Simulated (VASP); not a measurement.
Consider the following.

```
CoSi2
1.0
    0.00000     2.73922     2.73922
    2.73922     0.00000     2.73922
    2.73922     2.73922     0.00000
Co Si
1 2
Cartesian
  0.00000   0.00000   0.00000
  1.36961   1.36961   1.36961
  4.10883   4.10883   4.10883
```

These are optB88-vdW, VASP's PBE PAW potentials (set 64) (plane waves; VASP 6.6.1) values and carry that method's errors. Run with 520 eV cut-off, 10×10×10 Γ-centred mesh, first-order Methfessel-Paxton smearing of 0.10 eV, potentials Co Si.

**Question.** Give the stress tensor in GPa (positive for a compressed cell).

**Answer.** 
```
-8.83   0.00   0.00
 0.00  -8.83   0.00
 0.00   0.00  -8.83
```
The pressure is its mean diagonal, -8.83 GPa.

The compound is CoSi2 in the fluorite structure. This cell is one point of a volume scan, at 1.06 of the reference volume. The run is not spin-polarised, so no magnetic state was tried. The electron count is odd and the run is not spin-polarised, which forces a metal.
